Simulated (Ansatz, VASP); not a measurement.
# Ge: VASP beside Ansatz, part 2 of 2

One calculation is typed for both programs; each brings its own data sets. How far apart do they land? The structure shown is frame 250 of Ansatz's trajectory.

VASP 6.6.1 and Ansatz 0.2.0.

So far: The structure; Ansatz: dynamics, PBEsol.

**3. VASP: single point, PBEsol**

Level of this step: PBEsol; plane waves and PAW (Ge_d) (VASP).

The same cell, functional, mesh and smearing now go to VASP, with its own data sets.

Lines of VASP's logs that name or quote its potential files are left out, and so is its time.

Contents of INCAR:

```
SYSTEM = Ge
PREC = Accurate
ENCUT = 410
EDIFF = 1E-06
NELM = 120
ISMEAR = -1
SIGMA = 0.106
LREAL = Auto
ALGO = Normal
GGA = PS
NBANDS = 392
LORBIT = 11
LWAVE = .FALSE.
LCHARG = .FALSE.
ISIF = 2
LASPH = .TRUE.
GGA_COMPAT = .FALSE.
NCORE = 2
```

Contents of POSCAR:

```
Ge
1.0
   10.1113000000      0.0000000000      0.0000000000
    0.0000000000     10.1113000000      0.0000000000
    0.0000000000      0.0000000000     10.1113000000
Ge
48
Direct
    0.6103171699      0.9248761287      0.0866159643
    0.1530762612      0.2382977461      0.3252598578
    0.6556525867      0.1587431883      0.5394261865
    0.2311374403      0.0200468782      0.4209844431
    0.5104684858      0.2001918645      0.3571449764
    0.3212544381      0.2371406248      0.6054216570
    0.2399988132      0.5223957355      0.9151246625
    0.3580746294      0.7408444018      0.0875258374
    0.0427640363      0.5878967096      0.1153758666
    0.2885088960      0.3602207431      0.1230702284
    0.4778317328      0.8854746670      0.8697101263
    0.8008366877      0.7180876841      0.2093301554
    0.3245675630      0.7300742733      0.5347581419
    0.9142147894      0.6587184635      0.4562914759
    0.3394716802      0.2278440952      0.8682563073
    0.4347512189      0.6411341766      0.8606707347
    0.0386696073      0.8717771206      0.7197393016
    0.5863934410      0.1024991841      0.7852402757
    0.2228496830      0.0570154184      0.0842324924
    0.1140209469      0.8315251254      0.0341103518
    0.9534283425      0.1722824958      0.4709285651
    0.6108017762      0.6444670814      0.4069704192
    0.2819123159      0.9583337454      0.7017594177
    0.0203633558      0.8800352081      0.4707109867
    0.8580795743      0.4105901318      0.5322065412
    0.7961983128      0.3825126344      0.0044999159
    0.8072156894      0.9477910852      0.6532394450
    0.4245942658      0.0439508273      0.1947721856
    0.8584356116      0.9194267799      0.9339847497
    0.0456420045      0.3182874606      0.0178216451
    0.7911247812      0.1574574980      0.2654258107
    0.1345128717      0.4257711669      0.6381869789
    0.0690217875      0.4707109867      0.3882389010
    0.6934123209      0.7203326971      0.6193565615
    0.6631392600      0.3576196928      0.6751456291
    0.2838705211      0.6474043891      0.3063503209
    0.8248692057      0.1923788237      0.8449358638
    0.0806226697      0.2074906293      0.7568364107
    0.7633340916      0.9254794141      0.3544054672
    0.5013203050      0.8843472155      0.4315369933
    0.7828370239      0.6276146490      0.8796297212
    0.4256722677      0.4624133395      0.3308081058
    0.9406505593      0.9477614154      0.1637474904
    0.4150307082      0.4598320691      0.6608349075
    0.0163974959      0.6052337484      0.8339580469
    0.5555863242      0.4443642262      0.0911554400
    0.8088475270      0.4322886276      0.2653565813
    0.6046601327      0.1668825967      0.0700206699
```

Contents of KPOINTS:

```
Automatic mesh
0
Gamma
1 1 1
0 0 0
```

The projector-augmented-wave data sets are Ge_d (PBE family, release 64).

Run with:

```bash
$ mpirun -np 8 vasp_gam
```

Numbers of over 12 decimals in the logs are rounded to 6 here.

The log of the run:

```text
[banner, memory and clock lines left out]
running    8 mpi-ranks, on    1 nodes
[...]
|                                                                             |
|               ----> ADVICE to this user running VASP <----                  |
|                                                                             |
|     You enforced a specific xc type in the INCAR file but a different       |
|     [... a line on the potential file left out ...]
|     I HOPE YOU KNOW WHAT YOU ARE DOING!                                     |
|                                                                             |

 LDA part: xc-table for (Slater+PW92), standard interpolation
 POSCAR, INCAR and KPOINTS ok, starting setup
[...]
entering main loop
       N       E                     dE             d eps       ncg     rms          rms(c)
DAV:   1     0.126083236658E+05    0.12608E+05   -0.23603E+05   832   0.491E+03
DAV:   2     0.294570655370E+04   -0.96626E+04   -0.92857E+04   784   0.111E+03
DAV:   3     0.359635819605E+03   -0.25861E+04   -0.24694E+04   792   0.305E+02
DAV:   4    -0.165421900830E+03   -0.52506E+03   -0.48230E+03   896   0.129E+02
[...]
DAV:  16    -0.219486537680E+03   -0.75224E-05   -0.82028E-05   784   0.405E-02    0.395E-03
DAV:  17    -0.219486537577E+03    0.10221E-06   -0.11503E-05   680   0.310E-02    0.206E-03
DAV:  18    -0.219486537147E+03    0.43001E-06   -0.19750E-06   560   0.175E-02
   1 F= -.21948654E+03 E0= -.21910841E+03  d E =-.756261E+00
```

OUTCAR, selected parts (step 3):

```text
  Total       -5.8513796    -16.4604467    -16.5249494      2.0286914      5.9643462     -0.9628661
  in kB       -9.0687592    -25.5112190    -25.6111885      3.1441668      9.2438405     -1.4922978
  external PRESSURE =     -20.0637222 kB  Pullay stress =       0.0000000 kB

 POSITION                                       TOTAL-FORCE (eV/Angst)
 -----------------------------------------------------------------------------------
      6.17110      9.35170      0.87580         0.306499     -1.658489     -0.511962
      1.54780      2.40950      3.28880         0.129884     -0.203915     -0.658078
      6.62950      1.60510      5.45430         0.604880     -1.102402      0.071462
      2.33710      0.20270      4.25670         0.109229     -0.443014      0.433809
      5.16150      2.02420      3.61120        -0.729305      0.943925     -0.574587
      3.24830      2.39780      6.12160        -0.238152     -0.772788     -0.696304
      2.42670      5.28210      9.25310        -0.380116     -0.464851      0.291672
      3.62060      7.49090      0.88500         0.035801      0.321178     -0.298444
      0.43240      5.94440      1.16660        -0.206547     -0.067010      0.324844
      2.91720      3.64230      1.24440         0.115414     -0.052707     -0.159691
      4.83150      8.95330      8.79390        -0.090232      0.280022     -0.378155
      8.09750      7.26080      2.11660        -0.402931     -0.723363     -0.379577
      3.28180      7.38200      5.40710         0.090090      0.137995      0.918238
      9.24390      6.66050      4.61370        -0.987572      0.065906      0.437314
[...]
-----------------------------------------------------------------------------------
    total drift:                                0.003403      0.001225     -0.002972

  FREE ENERGIE OF THE ION-ELECTRON SYSTEM (eV)
  ---------------------------------------------------
  free  energy   TOTEN  =      -219.4865371473 eV

  energy  without entropy=     -218.7302765365  energy(sigma->0) =     -219.10840684

[... 3 further parts left out ...]
[key lines of the parts left out:]
E-fermi :   5.4875
```

The gap is under twice the smearing width, so the edge states are partly filled and the run can't tell a small gap from a semimetal.

**4. Side by side**

Known differences besides the potentials themselves: the cutoff is 420 eV in Ansatz and 410 eV in VASP (PREC = Accurate, projectors in real space); Ansatz makes its cores anew for this functional, VASP keeps those of its PBE data sets. Total energies have different zeros and are not compared.

Forces on 10 of the 48 atoms, those with the largest forces and the largest differences (eV/Å; atoms numbered as in POSCAR):

```tsv
atom	Ansatz x, y, z	VASP x, y, z
Ge1	0.306, -1.658, -0.513	0.306, -1.658, -0.512
Ge3	0.615, -1.106, 0.074	0.605, -1.102, 0.071
Ge7	-0.385, -0.472, 0.296	-0.380, -0.465, 0.292
Ge17	1.039, -0.061, 1.369	1.044, -0.060, 1.367
Ge19	-1.644, 0.712, -0.818	-1.636, 0.711, -0.816
Ge28	0.053, -0.558, 1.215	0.046, -0.552, 1.217
Ge34	0.674, 0.131, 1.673	0.675, 0.131, 1.672
Ge35	0.197, 0.971, 1.190	0.197, 0.974, 1.185
Ge42	1.327, -1.083, 0.359	1.326, -1.082, 0.362
Ge48	0.488, 1.605, -0.227	0.486, 1.605, -0.231
```

The forces differ by 2.9 meV/Å r.m.s., which is 0.5 % of the r.m.s. force of 0.604 eV/Å (both taken over all components).

**5. Summary of results**

```json
{
 "r.m.s. force difference (single point, PBEsol)": "0.47 % of the r.m.s. force"
}
```

**Reading.** The r.m.s. force difference is 0.47 % of the r.m.s. force (single point, PBEsol), within the 3 % picked in this series as the mark of a large difference. 2 further runs of this series are not shown here. How closely two codes agree says nothing of how well the functional describes the real material.

[Lines on the potential files, build, host, timing and source positions are cut from VASP's logs without a mark.]

[Logs are printed without paths, hosts, clocks, repeated set-up lines and the standing remarks that a program may print on its own settings, such as how far it seeks lower states.]

[Hosts, paths, dates, database ids (printed as entryN), source tags and the programs' standing remarks are cut or masked in the printed files.]
